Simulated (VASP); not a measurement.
All values below come from LDA (Ceperley-Alder, Perdew-Zunger), VASP's LDA PAW potentials (set 64) (plane waves; VASP). For the first row: Numerical set-up: 400 eV cut-off, 9×9×9 Γ-centred mesh, tetrahedra with Blöchl corrections, potentials Pb_d Se.

| system | energy (eV/atom) |
|---|---|
| PbSe (rock salt) | -4.7293 |
| Pb (fcc) | -4.2550 |
| Se (trig) | -4.1591 |

The references are the elements' solids at the same level; no temperature or zero-point terms are added.    Spin-orbit coupling is left out, which shifts such energies by up to tenths of an eV for the heavy elements here.

Problem. What is the formation energy per atom of PbSe?

Solution. The references average (1×(-4.2550) + 1×(-4.1591))/2 = -4.2070 eV, so the formation energy is -4.7293 − (-4.2070) = -0.522 eV/atom.
